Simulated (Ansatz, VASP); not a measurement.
## One calculation of GaPt3, two programs

```xyz
4
Lattice="3.9099 0.0000 0.0000 0.0000 3.9099 0.0000 0.0000 0.0000 3.9099" Properties=species:S:1:pos:R:3 pbc="T T T"
Ga    0.0000    0.0000    0.0000
Pt    0.0000    1.9549    1.9549
Pt    1.9549    1.9549    0.0000
Pt    1.9549    0.0000    1.9549
```

The cell comes from a database or a generator and needn't be the stable form of this composition.

Alike in both runs: task single point; functional LDA; k mesh 9 × 9 × 9; occupations tetrahedron; no spin polarisation.

|  | VASP | Ansatz |
| --- | --- | --- |
| version | VASP 6.6.1 | Ansatz 0.2.0 |
| potentials or method | VASP PAW LDA potentials, release 64 (Ga_d, Pt), cutoff 520 eV | all-electron LAPW, scalar-relativistic |

VASP gave:

```
gap on the k mesh at the Fermi level (eV) : none
pressure (GPa)                            : -8.0
```

Task: Which values does Ansatz return?

Result: gap on the k mesh at the Fermi level (eV): none; pressure (GPa): -8.7.

A gap of «none» marks a metal or a gap that the smearing closes. Ansatz ran all-electron here, so the differences hold the error of VASP's frozen core and of both bases. Ansatz warned: «band_table_not_solved_further».

Caveats: tetrahedron occupations give inexact forces and stress in metals. Spin-orbit coupling is left out, which matters for the levels of Pt.
